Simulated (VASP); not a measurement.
Write the native input for VASP 6.6.1 that does the following.

```yaml
Task: single point
Functional: rev-vdW-DF2
Potentials_or_basis: VASP PAW PBE potentials, release 64 (Si, H, C, F)
Cutoff: 400 eV
k_mesh: 1 × 1 × 1
Occupations: gaussian, width 0.05 eV
Spin: no spin polarisation
Further_INCAR_settings: LREAL = Auto; ALGO = Normal; EDIFF = 1e-06; NBANDS = 160; ISYM = 0
```

The structure of Si48H16CF4 lies in POSCAR:

```
Si48H16CF4                              
1.0
    7.6805938572      7.6805938572      0.0000000000
   -7.6805938572      7.6805938572      0.0000000000
    0.0000000000      0.0000000000     23.4276500000
  Si              H               C               F             
    48    16     1     4
Selective dynamics
Direct
     0.6864350492784635    0.3138061933341205    0.4093722559745742   T   T   T
     0.8146044042811919    0.6812832950373656    0.4100774603624947   T   T   T
     0.0486467384086695    0.9515548501855832    0.4276389657007783   T   T   T
     0.3187872212245131    0.1855534043941666    0.4100115547348095   T   T   T
     0.9629574479323540    0.5389060255661933    0.4396076504840357   T   T   T
     0.2054078824538416    0.7947288602475495    0.4257556496568932   T   T   T
     0.4612488585798808    0.0373479272366923    0.4393831163164562   T   T   T
     0.5404948817131829    0.4596193901449232    0.4392588074840266   T   T   T
     0.8752637554225198    0.3903790124247183    0.3772821546831158   T   T   T
     0.8818563103198508    0.8716677563396140    0.3755929915078207   T   T   T
     0.1284322963228762    0.1182203512928181    0.3755430472077119   T   T   T
     0.3880404663810281    0.3767165231821773    0.3780846279112428   T   T   T
     0.1131248558221440    0.6281280565463820    0.3778925685734256   T   T   T
     0.3720933332826649    0.8868496208731692    0.3778754006266185   T   T   T
     0.6098161951184231    0.1250398406364510    0.3771410738008747   T   T   T
     0.6234576223380373    0.6120538725532728    0.3780852389267440   T   T   T
     0.9985850783414898    0.2525352383802105    0.3236661068182623   T   T   T
     0.0035395162596775    0.7497287131490501    0.3127008350094616   T   T   T
     0.2503151607871765    0.9963986614609658    0.3127050053204884   T   T   T
     0.4984137910240150    0.2508002852058729    0.3125308832509124   T   T   T
     0.2490257373413290    0.5007704814263121    0.3251406374023862   T   T   T
     0.4993742380374241    0.7509710617749613    0.3251035837004598   T   T   T
     0.7475853424497104    0.0014716096802894    0.3236489627879126   T   T   T
     0.7493432269871517    0.5015507178089322    0.3125742208961162   T   T   T
     0.8729710204864825    0.1271139929081842    0.2644830178400064   T   T   T
     0.8766485317036280    0.6254206353778133    0.2571096727398590   T   T   T
     0.1239056510363828    0.8760660796332077    0.2558117644599469   T   T   T
     0.3745755511538216    0.1233574639440485    0.2571162073823444   T   T   T
     0.1263885842466925    0.3746859909707336    0.2644044618974207   T   T   T
     0.3731259119761766    0.6268958272772176    0.2651591486631803   T   T   T
     0.6253980416641952    0.8736692417644636    0.2643905988998819   T   T   T
     0.6224175656599733    0.3776729427956950    0.2566816744370017   T   T   T
     0.7502652603057254    0.2497490354458134    0.2026808414392694   T   T   T
     0.7486672596470172    0.7516014199300736    0.2026260170328744   T   T   T
     0.9959556791211241    0.0040660014078238    0.2026288322821369   T   T   T
     0.2483880254609027    0.2513421271218729    0.2026325644215696   T   T   T
     0.0029915590382547    0.4975349641570269    0.2027648324220720   T   T   T
     0.2515275188634082    0.7484676463556617    0.2023085728621435   T   T   T
     0.5024723944095884    0.9970282849155644    0.2027657243199863   T   T   T
     0.4954278962012972    0.5045933777252057    0.2026777380787306   T   T   T
     0.8750000000000000    0.3750000000000000    0.1455075519999980   F   F   F
     0.8750000000000000    0.8750000000000000    0.1455075519999980   F   F   F
     0.1250000000000000    0.1250000000000000    0.1455075519999980   F   F   F
     0.3750000000000000    0.3750000000000000    0.1455075519999980   F   F   F
     0.1250000000000000    0.6250000000000000    0.1455075519999980   F   F   F
     0.3750000000000000    0.8750000000000000    0.1455075519999980   F   F   F
     0.6250000000000000    0.1250000000000000    0.1455075519999980   F   F   F
     0.6250000000000000    0.6250000000000000    0.1455075519999980   F   F   F
     0.9516281893000027    0.2983718106999973    0.1067115139999970   F   F   F
     0.7983718106999973    0.4516281893000027    0.1067115139999970   F   F   F
     0.9516281893000027    0.7983718106999973    0.1067115139999970   F   F   F
     0.7983718106999973    0.9516281893000027    0.1067115139999970   F   F   F
     0.2016281893000027    0.0483718106999973    0.1067115139999970   F   F   F
     0.0483718106999973    0.2016281893000027    0.1067115139999970   F   F   F
     0.4516281893000027    0.2983718106999973    0.1067115139999970   F   F   F
     0.2983718106999973    0.4516281893000027    0.1067115139999970   F   F   F
     0.2016281893000027    0.5483718106999973    0.1067115139999970   F   F   F
     0.0483718106999973    0.7016281893000027    0.1067115139999970   F   F   F
     0.4516281893000027    0.7983718106999973    0.1067115139999970   F   F   F
     0.2983718106999973    0.9516281893000027    0.1067115139999970   F   F   F
     0.7016281893000027    0.0483718106999973    0.1067115139999970   F   F   F
     0.5483718106999973    0.2016281893000027    0.1067115139999970   F   F   F
     0.7016281893000027    0.5483718106999973    0.1067115139999970   F   F   F
     0.5483718106999973    0.7016281893000027    0.1067115139999970   F   F   F
     0.2442139747437561    0.7548966438811655    0.5053264759582723   T   T   T
     0.3277397916188860    0.6597352858978834    0.5090819677565235   T   T   T
     0.2948950987492926    0.8522861422666698    0.5343172732275275   T   T   T
     0.1425347223427360    0.7188798240776825    0.5357952820058681   T   T   T
     0.0095558515382915    0.9908807013333557    0.4924942438613356   T   T   T
```

The cell was built by a generator and needn't be a form met in nature.

One way to write it, as run:

INCAR

```
SYSTEM = Si48H16CF4
  PREC = Accurate
  ENCUT = 400
  EDIFF = 1E-6
  ISMEAR = 0
  SIGMA = 0.05
  LREAL = Auto
  LASPH = .True.
  NELM = 100
  ALGO = Normal
  ISIF = 2
  LWAVE = .False.
  LCHARG = .False.
  GGA = MK
  LUSE_VDW = .True.
  AGGAC = 0.0
  PARAM1 = 0.1234
  PARAM2 = 0.711357
  ZAB_VDW = -1.8867
  NBANDS = 160
  ISYM = 0
  NCORE = 4
```

KPOINTS

```
Automatic mesh
0
Gamma
  1 1 1
  0 0 0
```

Potentials or basis: VASP PAW PBE potentials, release 64 (Si, H, C, F).

Launch:

```sh
$ cat potpaw_PBE.64/Si/POTCAR potpaw_PBE.64/H/POTCAR potpaw_PBE.64/C/POTCAR potpaw_PBE.64/F/POTCAR > POTCAR
$ mpirun -np 8 vasp_gam > vasp.out
```

Results of the run:

```json
{
  "Largest force": "0.372 eV/Å",
  "Band gap on the k mesh": "0.49 eV, direct"
}
```

Caveat: the PAW data sets were made with another functional, which shifts forces and pressure a little.

It took 4.4 min on 8 MPI ranks on AMD EPYC 9R45 (Zen 5) (shared host), peak memory 0.83 GiB a rank.
